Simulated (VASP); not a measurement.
Computed with PBEsol GGA, VASP's PBE PAW potentials (set 64) (plane waves; VASP).

Input for VASP

POSCAR:
```
Zr
1.0
  3.1813923249   0.0000000000   0.0000000000
 -1.5906961624   2.7551665210   0.0000000000
  0.0000000000   0.0000000000   5.1301587046
Zr
2
Direct
  0.6666670000   0.3333330000   0.7500000000
  0.3333330000   0.6666670000   0.2500000000
```

**INCAR**
```
SYSTEM  =  Zr
PREC  =  Normal; ENCUT  =  400; LREAL  =  .FALSE.
LASPH  =  .TRUE.
EDIFF  =  1E-5; NELM  =  100; NELMIN  =  4
ALGO  =  Fast; LMAXMIX  =  4
ISMEAR  =  1; SIGMA  =  0.1
GGA  =  PS
IBRION  =  2; NSW  =  20; ISIF  =  2
EDIFFG  =  -0.03
LWAVE  =  .FALSE.; LCHARG  =  .FALSE.
```

KPOINTS:
```
Automatic
0
G
15 15 8
0 0 0
```

POTCAR, in this order: Zr_sv (PBE.64 set). Program: vasp_std.

The resulting files:

**OUTCAR**
```
 ion  position               nearest neighbor table
   1  0.667  0.333  0.750-   2 3.15   2 3.15   2 3.15   2 3.15   2 3.15   2 3.15
   2  0.333  0.667  0.250-   1 3.15   1 3.15   1 3.15   1 3.15   1 3.15   1 3.15
  LATTYP: Found a hexagonal cell.
 ALAT       =     3.1813923249
 C/A-ratio  =     1.6125514180
 Subroutine PRICEL returns:
 Original cell was already a primitive cell.
 Subroutine GETGRP returns: Found 24 space group operations
The static configuration has the point symmetry D_3d.
 The point group associated with its full space group is D_6h.
The dynamic configuration has the point symmetry D_3d.
 Subroutine INISYM returns: Found 24 space group operations
 Subroutine IBZKPT returns following result:
 Found    135 irreducible k-points:

 Following reciprocal coordinates:
            Coordinates               Weight
  0.000000  0.000000  0.000000      1.000000
  0.066667 -0.000000  0.000000      6.000000
  0.133333 -0.000000  0.000000      6.000000
  0.200000 -0.000000  0.000000      6.000000
  0.266667 -0.000000  0.000000      6.000000
  0.333333 -0.000000  0.000000      6.000000
  0.400000 -0.000000  0.000000      6.000000
  0.466667 -0.000000  0.000000      6.000000
  0.066667  0.066667  0.000000      6.000000
  0.133333  0.066667  0.000000     12.000000
  0.200000  0.066667  0.000000     12.000000
  0.266667  0.066667  0.000000     12.000000
  0.333333  0.066667  0.000000     12.000000
  0.400000  0.066667  0.000000     12.000000
  0.466667  0.066667  0.000000      6.000000
  0.133333  0.133333  0.000000      6.000000
  0.200000  0.133333  0.000000     12.000000
  0.266667  0.133333  0.000000     12.000000
  0.333333  0.133333  0.000000     12.000000
  0.400000  0.133333  0.000000     12.000000
  0.200000  0.200000  0.000000      6.000000
  0.266667  0.200000  0.000000     12.000000
...
```

### OSZICAR
```
       N       E                     dE             d eps       ncg     rms          rms(c)
DAV:   1     0.179721993441E+03    0.17972E+03   -0.12090E+04  4360   0.123E+03
DAV:   2    -0.573237398017E+01   -0.18545E+03   -0.18389E+03  5360   0.371E+02
DAV:   3    -0.187485068131E+02   -0.13016E+02   -0.12880E+02  8264   0.696E+01
DAV:   4    -0.189419746677E+02   -0.19347E+00   -0.19349E+00  4584   0.982E+00
DAV:   5    -0.189470753112E+02   -0.51006E-02   -0.51006E-02  6696   0.108E+00    0.161E+01
RMM:   6    -0.182818652224E+02    0.66521E+00   -0.90043E-01  4439   0.778E+00    0.669E+00
RMM:   7    -0.181447353347E+02    0.13713E+00   -0.92276E-01  4612   0.642E+00    0.116E+00
RMM:   8    -0.181575022971E+02   -0.12767E-01   -0.11895E-01  5129   0.281E+00    0.790E-01
RMM:   9    -0.181606621115E+02   -0.31598E-02   -0.40877E-02  5552   0.143E+00    0.391E-01
RMM:  10    -0.181598888110E+02    0.77330E-03   -0.10497E-02  4863   0.101E+00    0.106E-01
RMM:  11    -0.181600670827E+02   -0.17827E-03   -0.30126E-03  5934   0.382E-01    0.416E-02
RMM:  12    -0.181601426411E+02   -0.75558E-04   -0.73399E-04  6215   0.164E-01    0.386E-02
RMM:  13    -0.181601774077E+02   -0.34767E-04   -0.25413E-04  5180   0.895E-02    0.199E-02
RMM:  14    -0.181601919181E+02   -0.14510E-04   -0.10213E-04  4463   0.569E-02    0.142E-02
RMM:  15    -0.181601973674E+02   -0.54493E-05   -0.55102E-05  4025   0.465E-02
   1 F= -.18160197E+02 E0= -.18160355E+02  d E =-.181602E+02
```

**OUTCAR**
```
------------------------ aborting loop because EDIFF is reached ----------------------------------------
  FORCE on cell =-STRESS in cart. coord.  units (eV):
  Direction    XX          YY          ZZ          XY          YZ          ZX
  --------------------------------------------------------------------------------------
  Total       -0.0476930     -0.0476930     -0.1322343     -0.0000000      0.0000000      0.0000000
  in kB       -1.6992962     -1.6992961     -4.7114975     -0.0000000      0.0000000      0.0000000
  external PRESSURE =      -2.7033633 kB  Pullay stress =       0.0000000 kB
  volume of cell :       44.97
      direct lattice vectors                 reciprocal lattice vectors
     3.181392325  0.000000000  0.000000000     0.314327784  0.181477234  0.000000000
    -1.590696162  2.755166521  0.000000000     0.000000000  0.362954468  0.000000000
     0.000000000  0.000000000  5.130158705     0.000000000  0.000000000  0.194925744
 POSITION                                       TOTAL-FORCE (eV/Angst)
 -----------------------------------------------------------------------------------
      1.59070      0.91839      3.84762         0.000000      0.000000      0.000000
     -0.00000      1.83678      1.28254        -0.000000      0.000000      0.000000
 -----------------------------------------------------------------------------------
    total drift:                               -0.001039      0.000445     -0.000019
  FREE ENERGIE OF THE ION-ELECTRON SYSTEM (eV)
  ---------------------------------------------------
  free  energy   TOTEN  =       -18.1601973674 eV

  energy  without entropy=      -18.1606698505  energy(sigma->0) =      -18.16035486

 reached required accuracy - stopping structural energy minimisation
```
(Selected blocks of OUTCAR.)

The compound is Zr in the hcp structure. It was relaxed first.
